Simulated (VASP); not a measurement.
VASP runs on CaF2 (fluorite) share one base input (PBE GGA, plane waves, VASP's PBE PAW potentials (set 64)) and change the settings named in each case.

File KPOINTS:
```
Regular mesh
0
G
 6 6 6
0 0 0
```

**INCAR**
```
SYSTEM = CaF2
PREC = Accurate
ENCUT = 520
EDIFF = 1E-6
NELM = 100
ALGO = Normal
LREAL = .FALSE.
LASPH = .TRUE.
ISMEAR = 0
SIGMA = 0.05
GGA = PE
LWAVE = .FALSE.
LCHARG = .FALSE.
ISIF = 2
```

### POSCAR
```
CaF2
1
    0.0000000000     2.7846000000     2.7846000000
    2.7846000000     0.0000000000     2.7846000000
    2.7846000000     2.7846000000     0.0000000000
Ca F
1 2
Direct
  0.0000000000   0.0000000000   0.0000000000
  0.2500000000   0.2500000000   0.2500000000
  0.7500000000   0.7500000000   0.7500000000
```

POTCAR, in this order: Ca_sv F (PBE.64 set). Program: vasp_std.

```tsv
change	E(σ→0) (eV/atom)	plane waves
base run	-5.7783	1211
PREC = Low	…	1211
PREC = Normal	-5.7783	1211
PREC = Single	-5.7793	1211
ADDGRID = .TRUE.	-5.7783	1211
LASPH = .FALSE.	-5.7783	1211
LREAL = Auto	-5.7788	1211
```

### Question
Some entries are withheld; supply them.

### Answer

- PREC = Low, E(σ→0) (eV/atom): -5.7828

Left out are runs that ran out of time, are held back, or changed the cell or the kind of run, fixed moments of cells without a moment, rows past the twelfth, gaps on odd meshes, pressures of charged cells and columns that move by less than the noise.

The compound is CaF2 in the fluorite structure. The cell was not relaxed at this level.
